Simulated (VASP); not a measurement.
```
CELL_PARAMETERS angstrom
      2.89577     0.00000     0.00000
      0.00000     2.89577     0.00000
      0.00000     0.00000     2.89577
ATOMIC_POSITIONS crystal
  Al 0.50000 0.50000 0.50000
  Ru 0.00000 0.00000 0.00000
```

Calculation: LDA (Ceperley-Alder, Perdew-Zunger), VASP's LDA PAW potentials (set 64) (plane waves; VASP). Numerical set-up: 520 eV cut-off, 12×12×12 Γ-centred mesh, first-order Methfessel-Paxton smearing of 0.10 eV, potentials Al Ru_pv.

### Question
Predict the energy per atom (σ→0), pressure, band gap (on the k-mesh) with the smallest direct gap where there is one.

### Answer

```yaml
band gap (on the k-mesh): none (metal, semimetal or under 0.01 eV)
energy per atom (σ→0): -8.058 eV/atom
pressure: 16.32 GPa
```

The absolute energy has meaning only against runs of the same code, potentials and settings.

The compound is RuAl in the CsCl type structure. This cell is one point of a volume scan, at 0.94 of the reference volume. The electron count is odd and the run is not spin-polarised, which forces a metal.
